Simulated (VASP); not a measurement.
```
CELL_PARAMETERS angstrom
      0.00000     3.01442     3.01442
      3.01442     0.00000     3.01442
      3.01442     3.01442     0.00000
ATOMIC_POSITIONS crystal
  Te 0.00000 0.00000 0.00000
  W  0.50000 0.50000 0.50000
```

Method: PBE GGA, VASP's PBE PAW potentials (set 64) (plane waves; VASP). Settings: 150 eV cut-off, 7×7×7 Γ-centred mesh, Gaussian smearing of 0.050 eV, potentials Te W_sv.

At this cut-off the stress carries a Pulay error, which pulls relaxed volumes low.

Task: Give the stress tensor in GPa (positive for a compressed cell).

Result: 
```
-47.84    0.00    0.00
  0.00  -47.84    0.00
  0.00    0.00  -47.84
```
The pressure is its mean diagonal, -47.84 GPa.

The structure was generated: TeW was put into the rocksalt type (Fm-3m), which need not be its known phase. The cell was not relaxed at this level. The run is one of a series of settings (ENCUT = 150 against the base run), some of them coarse on purpose.
